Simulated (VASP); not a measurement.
Input:

```xyz
3
Lattice="0.0000 2.7571 2.7571 2.7571 0.0000 2.7571 2.7571 2.7571 0.0000" Properties=species:S:1:pos:R:3 pbc="T T T"
Li     1.3786     1.3786     1.3786
Li     4.1357     4.1357     4.1357
S      0.0000     0.0000     0.0000
```

These are PBE GGA, VASP's PBE PAW potentials (set 64) (plane waves; VASP 6.6.1) values and carry that method's errors. Run with 620 eV cut-off, 7×7×7 Γ-centred mesh, Gaussian smearing of 0.050 eV, potentials Li_sv S.

Energy and stress use the plane-wave basis of the starting cell.

Q: The ions, cell shape and volume at an external pressure of 10.0 GPa are relaxed. Give the cell that the relaxation ends in.

A: 
```xyz
3
Lattice="0.0000 2.6891 2.6891 2.6891 0.0000 2.6891 2.6891 2.6891 0.0000" Properties=species:S:1:pos:R:3 pbc="T T T"
Li     1.3446     1.3446     1.3446
Li     4.0337     4.0337     4.0337
S      0.0000     0.0000     0.0000
```
Space group Fm-3m (225), at a tolerance of 0.03 Å.

Q: How do energy and volume change from the first to the last step?

A: The energy (σ→0) changes by +46.0 meV/atom and the volume by -7.2 %, in 3 ionic steps.

The compound is Li2S in the antifluorite structure. This run relaxes it under an external pressure of 10 GPa. Symmetry was kept, so distortions that lower it aren't found.
